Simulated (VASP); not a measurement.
Computed with PBE GGA with D4 dispersion, VASP's PBE PAW potentials (set 64) (plane waves; VASP).

A VASP calculation is set up with these files.

**POSCAR**
```
V
1.0
 -1.4878599401   1.4878599401   1.4878599401
  1.4878599401  -1.4878599401   1.4878599401
  1.4878599401   1.4878599401  -1.4878599401
V
1
Cartesian
  1.4878599401   1.4878599401  -1.4878599401
```

INCAR:
```
SYSTEM = V
PREC = Accurate; ENCUT = 520; LREAL = .FALSE.
LASPH = .TRUE.
EDIFF = 1E-6; NELM = 100; ALGO = Normal
LMAXMIX = 4
ISMEAR = 1; SIGMA = 0.1
GGA = PE; IVDW = 13
IBRION = 2; NSW = 60; ISIF = 3
EDIFFG = -0.01
LWAVE = .FALSE.; LCHARG = .FALSE.
```

**KPOINTS**
```
Automatic
0
G
15 15 15
0 0 0
```

POTCAR, in this order: V_sv (PBE.64 set). Program: vasp_std.

The resulting files:

File OUTCAR:
```
 ion  position               nearest neighbor table
   1  0.000  0.000  0.000-
  LATTYP: Found a body centered cubic cell.
 ALAT       =     2.9757198802
 Subroutine PRICEL returns:
 Original cell was already a primitive cell.
 Subroutine GETGRP returns: Found 48 space group operations
The static configuration has the point symmetry O_h .
The dynamic configuration has the point symmetry O_h .
 Subroutine INISYM returns: Found 48 space group operations
 Subroutine IBZKPT returns following result:
 Found    120 irreducible k-points:

 Following reciprocal coordinates:
            Coordinates               Weight
  0.000000  0.000000  0.000000      1.000000
  0.066667  0.000000  0.000000     12.000000
  0.133333  0.000000  0.000000     12.000000
  0.200000  0.000000  0.000000     12.000000
  0.266667  0.000000  0.000000     12.000000
  0.333333  0.000000  0.000000     12.000000
  0.400000  0.000000  0.000000     12.000000
  0.466667  0.000000  0.000000     12.000000
  0.066667  0.066667  0.000000     24.000000
  0.133333  0.066667  0.000000     48.000000
  0.200000  0.066667  0.000000     48.000000
  0.266667  0.066667  0.000000     48.000000
  0.333333  0.066667 -0.000000     48.000000
  0.400000  0.066667  0.000000     48.000000
  0.466667  0.066667  0.000000     24.000000
  0.133333  0.133333  0.000000     24.000000
  0.200000  0.133333  0.000000     48.000000
  0.266667  0.133333  0.000000     48.000000
  0.333333  0.133333 -0.000000     48.000000
  0.400000  0.133333  0.000000     48.000000
  0.200000  0.200000  0.000000     24.000000
  0.266667  0.200000 -0.000000     48.000000
  0.333333  0.200000  0.000000     48.000000
  0.400000  0.200000  0.000000     24.000000
  0.266667  0.266667  0.000000     24.000000
  0.333333  0.266667  0.000000     48.000000
  0.333333  0.333333  0.000000      8.000000
  0.066667  0.066667  0.066667      8.000000
  0.133333  0.066667  0.066667     24.000000
  0.200000  0.066667  0.066667     24.000000
  0.266667  0.066667  0.066667     24.000000
  0.333333  0.066667  0.066667     24.000000
  0.400000  0.066667  0.066667     24.000000
 -0.066667  0.066667  0.066667      6.000000
  0.133333  0.133333  0.066667     24.000000
  0.200000  0.133333  0.066667     48.000000
  0.266667  0.133333  0.066667     48.000000
  0.333333  0.133333  0.066667     48.000000
  0.400000  0.133333  0.066667     24.000000
 -0.133333  0.133333  0.066667     24.000000
   k-points           NKPTS =    120   k-points in BZ     NKDIM =    120   number of bands    NBANDS=     10
   number of dos      NEDOS =    301   number of ions     NIONS =      1
   total plane-waves  NPLWV =   8000
   dimension x,y,z NGX =    20 NGY =   20 NGZ =   20
   dimension x,y,z NGXF=    40 NGYF=   40 NGZF=   40
   ions per type =               1
   PREC   = accura    normal or accurate (medium, high low for compatibility)
   ISTART =      0    job   : 0-new  1-cont  2-samecut
   ICHARG =      2    charge: 1-file 2-atom 10-const
   ISPIN  =      1    spin polarized calculation?
   LNONCOLLINEAR =      F non collinear calculations
   LSORBIT =      F    spin-orbit coupling
   INIWAV =      1    electr: 0-lowe 1-rand  2-diag
   ENCUT  =  520.0 eV  38.22 Ry    6.18 a.u.   4.79  4.79  4.79*2*pi/ulx,y,z
   NELM   =    100;   NELMIN=  2; NELMDL= -5     # of ELM steps
   EDIFF  = 0.1E-05   stopping-criterion for ELM
   LREAL  =      F    real-space projection
   NLSPLINE    = F    spline interpolate recip. space projectors
   LMAXMIX     =    4 max onsite mixed and CHGCAR
   VOSKOWN=      0    Vosko Wilk Nusair interpolation
...
```

OSZICAR:
```
       N       E                     dE             d eps       ncg     rms          rms(c)
DAV:   1     0.861134004299E+02    0.86113E+02   -0.73930E+03  2410   0.144E+03
DAV:   2    -0.890059665686E+01   -0.95014E+02   -0.93045E+02  2464   0.368E+02
DAV:   3    -0.103306048931E+02   -0.14300E+01   -0.14022E+01  2532   0.538E+01
DAV:   4    -0.103392970485E+02   -0.86922E-02   -0.86872E-02  2432   0.448E+00
DAV:   5    -0.103394015582E+02   -0.10451E-03   -0.10451E-03  2504   0.479E-01    0.189E+01
DAV:   6    -0.901837689742E+01    0.13210E+01   -0.52261E+00  2410   0.345E+01    0.200E+00
DAV:   7    -0.899944591555E+01    0.18931E-01   -0.22079E-02  2418   0.209E+00    0.101E+00
DAV:   8    -0.899127580859E+01    0.81701E-02   -0.60894E-03  2418   0.132E+00    0.459E-02
DAV:   9    -0.899130086842E+01   -0.25060E-04   -0.58294E-05  2422   0.130E-01    0.274E-02
DAV:  10    -0.899130567055E+01   -0.48021E-05   -0.75691E-06  2426   0.365E-02    0.384E-03
DAV:  11    -0.899130642930E+01   -0.75876E-06   -0.63103E-07  1202   0.127E-02
   1 F= -.93259732E+01 E0= -.93263849E+01  d E =-.932597E+01
```

OUTCAR:
```
------------------------ aborting loop because EDIFF is reached ----------------------------------------
  Edisp (eV):   -0.33467
  FORCE on cell =-STRESS in cart. coord.  units (eV):
  Direction    XX          YY          ZZ          XY          YZ          ZX
  --------------------------------------------------------------------------------------
  Total       0.00204     0.00204     0.00204    -0.00000     0.00000    -0.00000
  in kB       0.24825     0.24825     0.24825    -0.00000     0.00000    -0.00000
  external pressure =        0.25 kB  Pullay stress =        0.00 kB
  volume of cell :       13.17
      direct lattice vectors                 reciprocal lattice vectors
    -1.487859940  1.487859940  1.487859940     0.000000000  0.336053137  0.336053137
     1.487859940 -1.487859940  1.487859940     0.336053137  0.000000000  0.336053137
     1.487859940  1.487859940 -1.487859940     0.336053137  0.336053137  0.000000000
 POSITION                                       TOTAL-FORCE (eV/Angst)
 -----------------------------------------------------------------------------------
      0.00000      0.00000      0.00000        -0.000000     -0.000000      0.000000
 -----------------------------------------------------------------------------------
    total drift:                                0.000000     -0.000000      0.000000
  FREE ENERGIE OF THE ION-ELECTRON SYSTEM (eV)
  ---------------------------------------------------
  free  energy   TOTEN  =        -9.3259731759 eV

  energy  without entropy=       -9.3272084511  energy(sigma->0) =       -9.32638493

 reached required accuracy - stopping structural energy minimisation
```
(Selected blocks of OUTCAR.)

The compound is V in the bcc structure. It was relaxed first, which changed the volume by -5 %. The start is the result of an earlier pass. The run is not spin-polarised, so no magnetic state was tried.
